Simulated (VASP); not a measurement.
# LiGeN (P6_3mc) in VASP: single point with LDA

Aim: the single point of LiGeN with LDA.

Everything below comes from runs of VASP 6.6.1. Logs are shortened: lines on timing, memory, paths and dates and some standing lists are left out, and cuts for length are marked.

### 1 Starting point

It takes space group P6_3mc (No. 186, hexagonal). The conventional cell has a = 3.012 Å, b = 3.012 Å, c = 9.419 Å, α = 90.00°, β = 90.00°, γ = 120.00°. Li (site symmetry 3m) is surrounded by 3 N at 2.18 Å. Ge (site symmetry 3m) is surrounded by 3 N at 2.00 Å. N (site symmetry 3m) is surrounded by 3 Ge at 2.00 Å and 3 Li at 2.18 Å.

The cell comes from a database or a generator and needn't be the stable form of this composition.

### 2 Single point, LDA

Contents of INCAR:

```
SYSTEM = LiGeN
PREC = Accurate
ENCUT = 520
EDIFF = 1E-6
ISMEAR = 0
SIGMA = 0.01
LREAL = .False.
LASPH = .True.
NELM = 100
ALGO = Normal
ISIF = 2
LWAVE = .False.
LCHARG = .False.
GGA = CA
NBANDS = 31
```

Contents of KPOINTS:

```
Automatic mesh
0
Gamma
  7 7 2
  0 0 0
```

Contents of POSCAR:

```
LiGeN
1.0
    3.0124090000      0.0000000000      0.0000000000
   -1.5062040000      2.6088220000      0.0000000000
    0.0000000000      0.0000000000      9.4194590000
Li Ge N
2 2 2
Direct
    0.6666670000      0.3333330000      0.7433920000
    0.3333330000      0.6666670000      0.2433920000
    0.0000000000      0.0000000000      0.4980230000
    0.0000000000      0.0000000000      0.9980230000
    0.3333330000      0.6666670000      0.6032230000
    0.6666670000      0.3333330000      0.1032230000
```

Potentials or basis: VASP PAW LDA potentials, release 64 (Li_sv, Ge_d, N).

Run with:

```bash
$ cat potpaw_LDA.64/Li_sv/POTCAR potpaw_LDA.64/Ge_d/POTCAR potpaw_LDA.64/N/POTCAR > POTCAR
$ mpirun -np 1 vasp_std > vasp.out
```

OUTCAR:

```text
SYSTEM = LiGeN
   PREC = Accurate
   ENCUT = 520
   EDIFF = 1E-6
   ISMEAR = 0
   LREAL = .False.
   LASPH = .True.
   NELM = 100
   ISIF = 2
   GGA = CA

 ion  position               nearest neighbor table
   1  0.667  0.333  0.743-   5 2.18   5 2.18   5 2.18
   2  0.333  0.667  0.243-   6 2.18   6 2.18   6 2.18
   3  0.000  0.000  0.498-   5 2.00   5 2.00   5 2.00
   4  0.000  0.000  0.998-   6 2.00   6 2.00   6 2.00
   5  0.333  0.667  0.603-   3 2.00   3 2.00   3 2.00   1 2.18   1 2.18   1 2.18
   6  0.667  0.333  0.103-   4 2.00   4 2.00   4 2.00   2 2.18   2 2.18   2 2.18

  LATTYP: Found a hexagonal cell.
 ALAT       =     3.0124090000
 C/A-ratio  =     3.1268858246

  Lattice vectors:

 A1 = (   3.0124090000,   0.0000000000,   0.0000000000)
 A2 = (  -1.5062040000,   2.6088220000,   0.0000000000)
 A3 = (   0.0000000000,   0.0000000000,   9.4194590000)

Analysis of symmetry for initial positions (statically):
=====================================================================
 Subroutine PRICEL returns:
 Original cell was already a primitive cell.

 Routine SETGRP: Setting up the symmetry group for a
 hexagonal supercell.

 Subroutine GETGRP returns: Found 12 space group operations
 (whereof  6 operations were pure point group operations)
 out of a pool of 24 trial point group operations.

The static configuration has the point symmetry C_3v.
 The point group associated with its full space group is C_6v.

Analysis of symmetry for dynamics (positions and initial velocities):
=====================================================================
 Subroutine PRICEL returns:
 Original cell was already a primitive cell.

 Routine SETGRP: Setting up the symmetry group for a
 hexagonal supercell.

 Subroutine GETGRP returns: Found 12 space group operations
 (whereof  6 operations were pure point group operations)
 out of a pool of 24 trial point group operations.

The dynamic configuration has the point symmetry C_3v.
 The point group associated with its full space group is C_6v.

 Subroutine INISYM returns: Found 12 space group operations
 (whereof  6 operations are pure point group operations),
 and found     1 'primitive' translations

----------------------------------------------------------------------------------------
[... 92 lines left out ...]
   EDIFF  = 0.1E-05   stopping-criterion for ELM
   LREAL  =      F    real-space projection
   EDIFFG = 0.1E-04   stopping-criterion for IOM
   NSW    =      0    number of steps for IOM
   IBRION =     -1    ionic relax: 0-MD 1-quasi-New 2-CG
   NFREE  =      0    steps in history (QN), initial steepest desc. (CG)
   ISIF   =      2    stress and relaxation
   ISYM   =      2    0-nonsym 1-usesym 2-fastsym
   POTIM  = 0.5000    time-step for ionic-motion
   TEBEG  =    0.0;   TEEND  =   0.0 temperature during run
   PSTRESS=    0.0 pullay stress
   NELECT =      44.0000    total number of electrons
   NUPDOWN=      -1.0000    fix difference up-down
   EMIN   =  10.00;   EMAX   =-10.00  energy-range for DOS
   EFERMI =   0.00;   METHOD = LEGACY
   ISMEAR =     0;   SIGMA  =   0.01  broadening in eV -4-tet -1-fermi 0-gaus
   EFERMI_NEDOS =   21; number of points for ismear=-14 and -15
   IALGO  =     38    algorithm
   IMIX   =      4    mixing-type and parameters
     AMIX     =   0.40;   BMIX     =  1.00
     AMIX_MAG =   1.60;   BMIX_MAG =  1.00
  volume/ion in A,a.u.               =      12.34        83.26
  Fermi-wavevector in a.u.,A,eV,Ry     =   1.376462  2.601136 25.778252  1.894648
  Thomas-Fermi vector in A             =   2.501705
   LORBIT       =      0    0 simple, 1 ext, 2 COOP (PROOUT), +10 PAW based schemes
   GGA     = CA    functional components
   LHFCALC =     F    Hartree Fock is set to
   AEXX    =    0.0000 exact exchange contribution
   IVDW    =     0    specifies the selected vdW correction
   LEPSILON=     F    determine dielectric tensor
   LRPA    =     F    only Hartree local field effects (RPA)
 non-spin polarized calculation
 Gauss-broadening in eV      SIGMA  =   0.01
  energy-cutoff  :      520.00
  volume of cell :       74.03
 maximum number of plane-waves:      2040
 NGX is ok and might be reduce to    24
   NGX = 11   NGY = 11   NGZ = 35

 number of electron      44.0000016 magnetization

 Free energy of the ion-electron system (eV)
  ---------------------------------------------------
  ext. energy  EPLUGINS =         0.00000000
  ---------------------------------------------------
  free energy    TOTEN  =       -35.13930643 eV

  energy without entropy =      -35.13930643  energy(sigma->0) =      -35.13930643

 E-fermi :   4.5320     XC(G=0): -10.7372

 val. band max:        4.4431357618   @ k =   0.1429   0.1429   0.0000
 cond. band min:       6.1135915528   @ k =   0.4286  -0.0000   0.0000
 fundamental gap:      1.6704557910
 Fermi energy:         4.5320064288

 k-point     1 :       0.0000    0.0000    0.0000
  band No.  band energies     occupation
      1     -39.7538      2.00000
      2     -39.7537      2.00000
      3     -19.6829      2.00000
      4     -19.6829      2.00000
      5     -19.6829      2.00000
      6     -19.6829      2.00000
[... 533 lines left out ...]
     30      13.0672      0.00000
     31      13.5612      0.00000

------------------------ aborting loop because EDIFF is reached ----------------------------------------

  FORCE on cell =-STRESS in cart. coord.  units (eV):
  Direction    XX          YY          ZZ          XY          YZ          ZX
  --------------------------------------------------------------------------------------
  -------------------------------------------------------------------------------------
  Total       -2.9733925     -2.9733909     -2.3528899     -0.0000006      0.0000000     -0.0000000
  in kB      -64.3544354    -64.3543999    -50.9246257     -0.0000123      0.0000000     -0.0000000
  external PRESSURE =     -59.8778203 kB  Pullay stress =       0.0000000 kB

 VOLUME and BASIS-vectors are now :
 -----------------------------------------------------------------------------
  energy-cutoff  :      520.00
  volume of cell :       74.03
      direct lattice vectors                 reciprocal lattice vectors
     3.012409000  0.000000000  0.000000000     0.331960235  0.191657320  0.000000000
    -1.506204000  2.608822000  0.000000000     0.000000000  0.383314768  0.000000000
     0.000000000  0.000000000  9.419459000     0.000000000  0.000000000  0.106163210

 POSITION                                       TOTAL-FORCE (eV/Angst)
 -----------------------------------------------------------------------------------
      1.50621      0.86961      7.00235         0.000000     -0.000000     -0.173939
     -0.00000      1.73922      2.29262        -0.000000      0.000000     -0.173939
      0.00000      0.00000      4.69111        -0.000000     -0.000000      0.409384
      0.00000      0.00000      9.40084         0.000000      0.000000      0.409384
     -0.00000      1.73922      5.68203         0.000000      0.000000     -0.235444
      1.50621      0.86961      0.97230        -0.000000     -0.000000     -0.235444
 -----------------------------------------------------------------------------------
    total drift:                               -0.001879      0.001086     -0.000844

  FREE ENERGIE OF THE ION-ELECTRON SYSTEM (eV)
  ---------------------------------------------------
  free  energy   TOTEN  =       -35.1393064342 eV

  energy  without entropy=      -35.1393064342  energy(sigma->0) =      -35.13930643
```

stdout:

```text
POSCAR found type information on POSCAR LiGeN
 POSCAR found :  3 types and       6 ions
 scaLAPACK will be used
 LDA part: xc-table for (Slater(with rela. corr.)+CA(PZ))
 , standard interpolation
 POSCAR, INCAR and KPOINTS ok, starting setup
 FFT: planning ... GRIDC
 FFT: planning ... GRID_SOFT
 FFT: planning ... GRID
 WAVECAR not read
 entering main loop
```

Run time: 30 s. Hardware: 1 thread of Intel Xeon Platinum 8488C (Sapphire Rapids), shared host; peak memory 0.17 GiB.

Results:

```
Free energy            : -35.1393 eV
Largest force          : 0.409 eV/Å
Band gap on the k mesh : 1.67 eV, indirect (least direct gap 2.40 eV)
```

Forces on the atoms (eV/Å):
```
Li   0.000  0.000 -0.174
Li   0.000  0.000 -0.174
Ge   0.000  0.000  0.409
Ge   0.000  0.000  0.409
N    0.000  0.000 -0.235
N    0.000  0.000 -0.235
```

Caveat: the cutoff is under 1.25 times the usual one of these potentials, so pressure, stress and relaxed cells hold a basis-set (Pulay) error; an odd mesh through Γ misses points on the zone boundary, where band edges often lie.
